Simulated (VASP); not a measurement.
```yaml
crystal:
  lattice:
    - [1.47574, 0.85202, 5.16560]
    - [-1.47574, 0.85202, 5.16560]
    - [0.00000, -1.70404, 5.16560]
  atoms:
    - { symbol: Na, position: [0.50000, 0.50000, 0.50000] }
    - { symbol: Cr, position: [0.00000, 0.00000, 0.00000] }
    - { symbol: O, position: [0.26769, 0.26769, 0.26769] }
    - { symbol: O, position: [0.73231, 0.73231, 0.73231] }
```

Level of theory: LDA (Ceperley-Alder, Perdew-Zunger) with spin-orbit coupling, VASP's LDA PAW potentials (set 64) (plane waves; VASP). Settings: 520 eV cut-off, 8×8×8 Γ-centred mesh, Gaussian smearing of 0.050 eV, potentials Na_pv Cr_pv O.

The path is coarsely sampled, so an indirect gap can come out somewhat too large. The run has a spin-polarised start.

Task: Give the energies of bands 25 to 38 at the high-symmetry points, in eV from the valence-band maximum.

Result: 
```csv
band,Γ,T,H2,L,S0,F
25,-2.90,-2.97,-4.54,-4.18,-4.49,-4.08
26,-2.86,-2.94,-4.33,-4.08,-4.39,-3.91
27,-2.79,-2.86,-4.29,-4.01,-4.29,-3.83
28,-2.75,-2.83,-4.06,-3.90,-4.12,-3.67
29,-1.27,-1.26,-1.05,-1.21,-1.05,-1.43
30,-1.27,-1.26,-0.22,-0.43,-0.21,-0.43
31,-0.19,-0.09,-0.17,-0.19,-0.16,-0.20
32,1.24,1.25,1.43,0.95,1.44,0.66
33,1.24,1.25,2.06,2.12,2.06,2.25
34,2.15,2.11,2.10,2.28,2.10,2.30
35,2.47,2.53,2.15,2.32,2.17,2.35
36,2.49,2.54,2.23,2.47,2.21,2.49
37,3.01,3.56,3.56,3.56,3.56,3.56
38,3.29,3.94,3.66,3.74,3.66,3.86
```

The gap is indirect, 0.66 eV, from the valence maximum at T-H2 at 0.33 to the conduction minimum at F.

The structure comes from a computed database's NaCrO2 entry (R-3m); how it stands against other phases isn't given here. It was relaxed first.
